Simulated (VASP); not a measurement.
A VASP calculation is set up with these files.

**KPOINTS**
```
Automatic mesh
0
gamma
  13 13 13
0 0 0
```

POSCAR:
```
TiCo
1.0
  2.9300384148   0.0000000000   0.0000000000
  0.0000000000   2.9300384148   0.0000000000
  0.0000000000   0.0000000000   2.9300384148
Ti Co
1 1
direct
  0.0000000000   0.0000000000   0.0000000000
  0.5000000000   0.5000000000   0.5000000000
```

INCAR:
```
ALGO = Normal
EDIFF = 1E-7
ENCUT = 520
ISIF = 2
ISMEAR = 1
LASPH = .True.
LCHARG = .False.
LMAXMIX = 4
LREAL = .False.
LWAVE = .False.
NELM = 100
PREC = Accurate
SIGMA = 0.1
SYSTEM = TiCo
```

POTCAR, in this order: Ti_sv Co (LDA.64 set). Program: vasp_std.

Question: Translate this LDA calculation to Quantum ESPRESSO's pw.x.

Answer: One equivalent input (not run):
```
&CONTROL
  calculation = 'scf'
  pseudo_dir = './pseudo'
  outdir = './out'
  tprnfor = .true.
  tstress = .true.
/
&SYSTEM
  ibrav = 0
  nat = 2
  ntyp = 2
  ecutwfc = 96
  occupations = 'smearing'
  smearing = 'methfessel-paxton'
  degauss = 0.00735
  input_dft = 'pz'
/
&ELECTRONS
  conv_thr = 7.3e-09
  electron_maxstep = 100
/
ATOMIC_SPECIES
  Ti 47.867 Ti.upf
  Co 58.933 Co.upf
CELL_PARAMETERS angstrom
     2.9300384    0.0000000    0.0000000
     0.0000000    2.9300384    0.0000000
     0.0000000    0.0000000    2.9300384
ATOMIC_POSITIONS crystal
  Ti   0.0000000  0.0000000  0.0000000
  Co   0.5000000  0.5000000  0.5000000
K_POINTS automatic
  13 13 13 0 0 0
```
Limits of the translation: the potentials are each code's own (VASP's PAW set, PseudoDojo norm-conserving files in pw.x), so ENCUT and ecutwfc are chosen apart and not converted; conv_thr bounds pw.x's estimated SCF error, while EDIFF bounds the energy change between steps.

The compound is TiCo in the CsCl type structure. This cell is one point of a volume scan, at 1.03 of the reference volume.
